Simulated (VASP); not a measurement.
# TcSe2 (R-3m) in VASP: notebook, part 2 of 2

VASP 6.6.1. The steps go on from the part before.

## Step 3: Single point, PBEsol+U, collinear spin, random start

INCAR

```
SYSTEM = TcSe2
  PREC = Accurate
  ENCUT = 520
  EDIFF = 1E-6
  ISMEAR = 0
  SIGMA = 0.05
  LREAL = .FALSE.
  LASPH = .TRUE.
  NELM = 60
  ALGO = Fast
  ISIF = 2
  LWAVE = .FALSE.
  LCHARG = .FALSE.
  ISPIN = 2
  MAGMOM = 0.32 0 0
  LORBIT = 11
  LMAXMIX = 4
  LDAU = .TRUE.
  LDAUTYPE = 2
  LDAUL = 2 -1
  LDAUU = 5 0
  LDAUJ = 0 0
  LDAUPRINT = 1
  GGA = PS
```

KPOINTS

```
Automatic mesh
0
G
  6 6 6
  0 0 0
```

POSCAR

```
TcSe2
1.0
    1.9284189500      1.1133732000      5.8303367600
   -1.9284189500      1.1133732000      5.8303367600
    0.0000000000     -2.2267463900      5.8303367600
Tc Se
1 2
Direct
    0.0000000000      0.0000000000      0.0000000000
    0.2520000000      0.2520000000      0.2520000000
    0.7480000000      0.7480000000      0.7480000000
```

Potentials or basis: VASP PAW PBE potentials, release 64 (Tc_pv, Se).

On the command line:

```console
cat potpaw_PBE.64/Tc_pv/POTCAR potpaw_PBE.64/Se/POTCAR > POTCAR
mpirun -np 1 vasp_std > vasp.out
```

OUTCAR:

```text
SYSTEM = TcSe2
   PREC = Accurate
   ENCUT = 520
   EDIFF = 1E-6
   ISMEAR = 0
   LREAL = .FALSE.
   LASPH = .TRUE.
   NELM = 60
   ISIF = 2
   ISPIN = 2
   LORBIT = 11
   GGA = PS

 ion  position               nearest neighbor table
   1  0.000  0.000  0.000-   3 2.64   2 2.64   3 2.64   3 2.64   2 2.64   2 2.64
   2  0.252  0.252  0.252-   1 2.64   1 2.64   1 2.64
   3  0.748  0.748  0.748-   1 2.64   1 2.64   1 2.64

  LATTYP: Found a trigonal (rhomboedric) cell.
 ALAT       =     6.2410917526
 COS(alpha) =     0.8090535272

  Lattice vectors:

 A1 = (   1.9284189500,   1.1133732000,   5.8303367600)
 A2 = (  -1.9284189500,   1.1133732000,   5.8303367600)
 A3 = (   0.0000000000,  -2.2267463900,   5.8303367600)

Analysis of symmetry for initial positions (statically):
=====================================================================
 Subroutine PRICEL returns:
 Original cell was already a primitive cell.

 Routine SETGRP: Setting up the symmetry group for a
 trigonal (rhombohedral) supercell.

 Subroutine GETGRP returns: Found 12 space group operations
 (whereof 12 operations were pure point group operations)
 out of a pool of 12 trial point group operations.

The static configuration has the point symmetry D_3d.

Analysis of symmetry for dynamics (positions and initial velocities):
=====================================================================
 Subroutine PRICEL returns:
 Original cell was already a primitive cell.

 Routine SETGRP: Setting up the symmetry group for a
 trigonal (rhombohedral) supercell.

 Subroutine GETGRP returns: Found 12 space group operations
 (whereof 12 operations were pure point group operations)
 out of a pool of 12 trial point group operations.

The dynamic configuration has the point symmetry D_3d.

Analysis of structural, dynamic, and magnetic symmetry:
=====================================================================
 Subroutine PRICEL returns:
 Original cell was already a primitive cell.

 Routine SETGRP: Setting up the symmetry group for a
 trigonal (rhombohedral) supercell.

 Subroutine GETGRP returns: Found 12 space group operations
 (whereof 12 operations were pure point group operations)
 out of a pool of 12 trial point group operations.

The overall configuration has the point symmetry D_3d.

 Subroutine INISYM returns: Found 12 space group operations
 (whereof 12 operations are pure point group operations),
 and found     1 'primitive' translations

----------------------------------------------------------------------------------------

                                     Primitive cell

  volume of cell :      75.1081

  direct lattice vectors                    reciprocal lattice vectors
     1.928418950  1.113373200  5.830336760     0.259279759  0.149695239  0.057172226
    -1.928418950  1.113373200  5.830336760    -0.259279759  0.149695239  0.057172226
[... 127 lines left out ...]
 maximum number of plane-waves:      2040
 NGX is ok and might be reduce to    48
   NGX = 23   NGY = 23   NGZ = 23

atom =   1  type =  1  l = 2

 onsite density matrix

spin component  1

  0.8093  0.0000 -0.0000 -0.1328 -0.0000
  0.0000  0.7299  0.0000 -0.0000 -0.1328
 -0.0000  0.0000  0.9086  0.0000 -0.0000
 -0.1328 -0.0000  0.0000  0.7299 -0.0000
 -0.0000 -0.1328 -0.0000 -0.0000  0.8093

spin component  2

  0.1616  0.0000 -0.0000  0.1292 -0.0000
  0.0000  0.2247 -0.0000  0.0000  0.1292
 -0.0000 -0.0000  0.0557  0.0000 -0.0000
  0.1292  0.0000  0.0000  0.2247  0.0000
 -0.0000  0.1292 -0.0000  0.0000  0.1616

 occupancies and eigenvectors

  o =  0.0557  v =  0.0000  0.0000  0.0000  0.0000  0.0000 -0.0000  0.0000 -1.0000  0.0000 -0.0000      0.0000  0.0000  0.0000  0.0000  0.0000  0.0000  0.0000  0.0000  0.0000  0.0000
  o =  0.0601  v =  0.0000  0.0000  0.0000  0.0000  0.0000  0.0000 -0.6175 -0.0000 -0.0000  0.7865      0.0000  0.0000  0.0000  0.0000  0.0000  0.0000  0.0000  0.0000  0.0000  0.0000
  o =  0.0601  v =  0.0000  0.0000  0.0000  0.0000  0.0000 -0.7865 -0.0000 -0.0000  0.6175  0.0000      0.0000  0.0000  0.0000  0.0000  0.0000  0.0000  0.0000  0.0000  0.0000  0.0000
  o =  0.3261  v =  0.0000  0.0000  0.0000  0.0000  0.0000  0.0000  0.7865 -0.0000  0.0000  0.6175      0.0000  0.0000  0.0000  0.0000  0.0000  0.0000  0.0000  0.0000  0.0000  0.0000
  o =  0.3261  v =  0.0000  0.0000  0.0000  0.0000  0.0000 -0.6175  0.0000 -0.0000 -0.7865  0.0000      0.0000  0.0000  0.0000  0.0000  0.0000  0.0000  0.0000  0.0000  0.0000  0.0000
  o =  0.6310  v =  0.0000 -0.8021 -0.0000  0.0000 -0.5972  0.0000  0.0000  0.0000  0.0000  0.0000      0.0000  0.0000  0.0000  0.0000  0.0000  0.0000  0.0000  0.0000  0.0000  0.0000
  o =  0.6310  v = -0.5972  0.0000 -0.0000 -0.8021 -0.0000  0.0000  0.0000  0.0000  0.0000  0.0000      0.0000  0.0000  0.0000  0.0000  0.0000  0.0000  0.0000  0.0000  0.0000  0.0000
  o =  0.9083  v =  0.0000  0.5972 -0.0000  0.0000 -0.8021  0.0000  0.0000  0.0000  0.0000  0.0000      0.0000  0.0000  0.0000  0.0000  0.0000  0.0000  0.0000  0.0000  0.0000  0.0000
  o =  0.9083  v = -0.8021  0.0000  0.0000  0.5972  0.0000  0.0000  0.0000  0.0000  0.0000  0.0000      0.0000  0.0000  0.0000  0.0000  0.0000  0.0000  0.0000  0.0000  0.0000  0.0000
  o =  0.9086  v =  0.0000 -0.0000 -1.0000  0.0000  0.0000  0.0000  0.0000  0.0000  0.0000  0.0000      0.0000  0.0000  0.0000  0.0000  0.0000  0.0000  0.0000  0.0000  0.0000  0.0000

 number of electron      24.9999999 magnetization       3.0005236

 Free energy of the ion-electron system (eV)
  ---------------------------------------------------
  ext. energy  EPLUGINS =         0.00000000
  ---------------------------------------------------
  free energy    TOTEN  =       -14.83281522 eV

  energy without entropy =      -14.83280646  energy(sigma->0) =      -14.83281084

 E-fermi :   4.4021     XC(G=0):  -9.7105

 val. band max:        4.3183775179   @ k =   0.0000   0.0000   0.0000
 cond. band min:       4.5071561169   @ k =   0.5000   0.1667   0.1667
 fundamental gap:      0.1887785990
 Fermi energy:         4.4020646253

 spin component 1

 k-point     1 :       0.0000    0.0000    0.0000
  band No.  band energies     occupation
      1     -36.9382      1.00000
      2     -36.8948      1.00000
      3     -36.8948      1.00000
      4      -9.6553      1.00000
      5      -8.1118      1.00000
      6      -2.2005      1.00000
[... 895 lines left out ...]
      5      -8.4647      1.00000
      6      -0.7050      1.00000
[... 8 lines left out ...]
     15       6.9878      0.00000
     16       7.2548      0.00000

 [... further k-points ...]

------------------------ aborting loop because EDIFF is reached ----------------------------------------

  FORCE on cell =-STRESS in cart. coord.  units (eV):
  Direction    XX          YY          ZZ          XY          YZ          ZX
  --------------------------------------------------------------------------------------
  -------------------------------------------------------------------------------------
  Total       -2.6315690     -2.6315689     -0.6944909      0.0000000     -0.0000000      0.0000000
  in kB      -56.1355904    -56.1355900    -14.8146049      0.0000000     -0.0000000      0.0000000
  external PRESSURE =     -42.3619284 kB  Pullay stress =       0.0000000 kB

 VOLUME and BASIS-vectors are now :
 -----------------------------------------------------------------------------
  energy-cutoff  :      520.00
  volume of cell :       75.11
      direct lattice vectors                 reciprocal lattice vectors
     1.928418950  1.113373200  5.830336760     0.259279759  0.149695239  0.057172226
    -1.928418950  1.113373200  5.830336760    -0.259279759  0.149695239  0.057172226
     0.000000000 -2.226746390  5.830336760     0.000000000 -0.299390478  0.057172227

 POSITION                                       TOTAL-FORCE (eV/Angst)
 -----------------------------------------------------------------------------------
      0.00000      0.00000      0.00000         0.000000     -0.000000     -0.000000
      0.00000      0.00000      4.40773        -0.000000      0.000000      0.340314
      0.00000      0.00000     13.08328        -0.000000     -0.000000     -0.340314
 -----------------------------------------------------------------------------------
    total drift:                               -0.000000     -0.000000     -0.000000

  FREE ENERGIE OF THE ION-ELECTRON SYSTEM (eV)
  ---------------------------------------------------
  free  energy   TOTEN  =       -14.8328152229 eV

  energy  without entropy=      -14.8328064561  energy(sigma->0) =      -14.83281084

 total charge

# of ion       s       p       d       tot
------------------------------------------
    1        0.342   6.363   4.777  11.481
    2        1.473   2.299   0.031   3.803
    3        1.473   2.299   0.031   3.803
--------------------------------------------------
tot          3.288  10.961   4.839  19.088

 magnetization (x)

# of ion       s       p       d       tot
------------------------------------------
    1        0.054   0.059   3.142   3.254
    2        0.002  -0.141   0.006  -0.133
    3        0.002  -0.141   0.006  -0.133
--------------------------------------------------
tot          0.058  -0.224   3.154   2.988
```

OSZICAR:

```text
N       E                     dE             d eps       ncg     rms          rms(c)
DAV:   1     0.208980982186E+03    0.20898E+03   -0.12432E+04  2224   0.133E+03
DAV:   2    -0.609788162537E+01   -0.21508E+03   -0.21396E+03  2752   0.313E+02
DAV:   3    -0.134591930317E+02   -0.73613E+01   -0.72540E+01  2520   0.655E+01
DAV:   4    -0.135343424012E+02   -0.75149E-01   -0.75133E-01  2480   0.712E+00
DAV:   5    -0.135351228174E+02   -0.78042E-03   -0.78040E-03  2472   0.672E-01    0.130E+01
RMM:   6    -0.140804807190E+02   -0.54536E+00   -0.10382E+01  2066   0.222E+01    0.762E+00
RMM:   7    -0.135772760405E+02    0.50320E+00   -0.17801E+00  2048   0.110E+01    0.640E+00
RMM:   8    -0.145895111829E+02   -0.10122E+01   -0.10557E+00  2129   0.637E+00    0.387E+00
RMM:   9    -0.147456141310E+02   -0.15610E+00   -0.64753E-01  2067   0.466E+00    0.147E+00
RMM:  10    -0.148167494014E+02   -0.71135E-01   -0.18004E-01  2138   0.234E+00    0.742E-01
RMM:  11    -0.148303770741E+02   -0.13628E-01   -0.41560E-02  2265   0.122E+00    0.399E-01
RMM:  12    -0.148321005773E+02   -0.17235E-02   -0.12656E-02  2303   0.701E-01    0.204E-01
RMM:  13    -0.148324538805E+02   -0.35330E-03   -0.23660E-03  2352   0.336E-01    0.940E-02
RMM:  14    -0.148327570811E+02   -0.30320E-03   -0.60575E-04  2365   0.151E-01    0.497E-02
RMM:  15    -0.148328004608E+02   -0.43380E-04   -0.14040E-04  2294   0.745E-02    0.205E-02
RMM:  16    -0.148328100709E+02   -0.96101E-05   -0.40800E-05  2285   0.401E-02    0.112E-02
RMM:  17    -0.148328145607E+02   -0.44899E-05   -0.99667E-06  1997   0.187E-02    0.470E-03
RMM:  18    -0.148328152229E+02   -0.66216E-06   -0.29684E-06  1620   0.103E-02
   1 F= -.14832815E+02 E0= -.14832811E+02  d E =-.876679E-05  mag=     3.0004
```

stdout:

```text
POSCAR found type information on POSCAR TcSe
 POSCAR found :  2 types and       3 ions
 scaLAPACK will be used
 -----------------------------------------------------------------------------
|                                                                             |
|                                                                             |
|     You enforced a specific xc type in the INCAR file but a different       |
|     I HOPE YOU KNOW WHAT YOU ARE DOING!                                     |
|                                                                             |
 -----------------------------------------------------------------------------

 LDA part: xc-table for (Slater+PW92), standard interpolation
 POSCAR, INCAR and KPOINTS ok, starting setup
 FFT: planning ... GRIDC
 FFT: planning ... GRID_SOFT
 FFT: planning ... GRID
 WAVECAR not read
 entering main loop
```

It took 2.3 min on 1 thread of Intel Xeon Platinum 8559C (Emerald Rapids), shared host; peak memory 0.43 GiB.

Results:

```
Free energy                                           : -14.8328 eV
Pressure                                              : -4.2 GPa
Largest force                                         : 0.340 eV/Å
Band gap on the k mesh                                : 0.19 eV, indirect (least direct gap 0.77 eV)
Net moment                                            : 3.00 μB per cell
Site moments                                          : Tc +3.25; Se -0.13 μB
Valence electrons inside the program's atomic spheres : Tc 11.48; Se 3.80
```

Forces on the atoms (eV/Å):
```
Tc   0.000  0.000  0.000
Se   0.000  0.000  0.340
Se   0.000  0.000 -0.340
```

Eigenvalues of the final occupation matrices:
```
    site  spin  trace               eigenvalues
site 1 d     1   3.99  0.63 0.63 0.91 0.91 0.91
site 1 d     2   0.83  0.06 0.06 0.06 0.33 0.33
```

Caveat: the PAW data sets were made with another functional, which shifts forces and pressure a little.

## Step 4: Single point, PBEsol+U, collinear spin, ferromagnetic start

INCAR

```
ALGO = Normal
EDIFF = 1E-7
ENCUT = 520
GGA = PS
ISIF = 2
ISMEAR = 0
ISPIN = 2
LASPH = T
LCHARG = F
LDAU = T
LDAUJ = 0 0
LDAUL = 2 -1
LDAUPRINT = 1
LDAUTYPE = 2
LDAUU = 5 0
LMAXMIX = 4
LORBIT = 11
LREAL = F
LWAVE = F
MAGMOM = 0.5 0 0
NELM = 60
NUPDOWN = 1
PREC = Accurate
SIGMA = 0.05
```

KPOINTS

```
k-points
0
Gamma
  6 6 6
```

POSCAR is that of step 3.

On the command line:

```console
cat potpaw_PBE.64/Tc_pv/POTCAR potpaw_PBE.64/Se/POTCAR > POTCAR
mpirun -np 1 vasp_std > vasp.out
```

Wall time 2.2 min (1 thread of Intel Xeon Platinum 8559C (Emerald Rapids), shared host); peak memory 0.42 GiB.

Results (log left out):

```
Free energy                                           : -13.9637 eV
Pressure                                              : -6.8 GPa
Largest force                                         : 0.509 eV/Å
Net moment                                            : 1.00 μB per cell
Site moments                                          : Tc +1.05; Se -0.03 μB
Valence electrons inside the program's atomic spheres : Tc 11.49; Se 3.79
```

Forces in eV/Å, atoms in the order of the input:
```
Tc   0.000  0.000  0.000
Se   0.000  0.000  0.509
Se   0.000  0.000 -0.509
```

Stress tensor (GPa, compression positive):
```
-8.82  0.00  0.00
 0.00 -8.82  0.00
 0.00  0.00 -2.67
```

Eigenvalues of the final occupation matrices:
| site | spin | trace | eigenvalues |
| --- | --- | --- | --- |
| site 1 d | 1 | 2.92 | 0.08 0.52 0.52 0.90 0.90 |
| site 1 d | 2 | 1.91 | 0.08 0.08 0.43 0.43 0.89 |

Caveat: the PAW data sets were made with another functional, which shifts forces and pressure a little; the total moment is fixed, so each spin has its own Fermi level.

## Step 5: Summary

| spin | fixed moment (μB) | gap on the mesh (eV) | pressure (GPa) | moment (μB) | largest force (eV/Å) |
| --- | --- | --- | --- | --- | --- |
| collinear, ferromagnetic start | - | 0.19 | -4.2 | 3.00 | 0.34 |
| collinear, random start | - | 0.19 | -4.2 | 3.00 | 0.34 |
| collinear, ferromagnetic start | 1 | - | -6.8 | 1.00 | 0.51 |

Alike in all rows: task single point; level PBEsol+U; potentials or basis VASP PAW PBE potentials, release 64 (Tc_pv, Se); Tc d U = 5 eV; cell as given; k mesh 6 × 6 × 6; cutoff (eV) 520; smearing gaussian 0.05 eV.

Caveats: the PAW data sets were made with another functional, which shifts forces and pressure a little; the total moment is fixed, so each spin has its own Fermi level (some runs).

Absolute energies hang on the potentials; compare differences alone.
